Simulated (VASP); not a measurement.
Data:

```
CELL_PARAMETERS angstrom
      5.57633     0.00000     0.00000
      0.00000     5.57633     0.00000
      0.00000     0.00000    25.95707
ATOMIC_POSITIONS crystal
  Rb 0.50000 0.00000 0.33888
  Rb 0.00000 0.50000 0.44629
  Rb 0.50000 0.00000 0.55371
  Rb 0.00000 0.50000 0.66112
```

The numbers are results of PBEsol GGA, VASP's PBE PAW potentials (set 64) (plane waves; VASP), not measurements. Numerical set-up: PREC = Normal, EDIFF = 1E-5, 400 eV cut-off, 5×5×1 Γ-centred mesh, first-order Methfessel-Paxton smearing of 0.10 eV, potentials Rb_sv.

Q: Predict the energy per atom (σ→0), band gap (on the k-mesh) with the smallest direct gap where there is one.

A: 
```yaml
band gap (on the k-mesh): none (metal, semimetal or under 0.01 eV)
energy per atom (σ→0): -0.919 eV/atom
```

The cell is a thin slab with vacuum, built from Rb (bcc): (100) face.
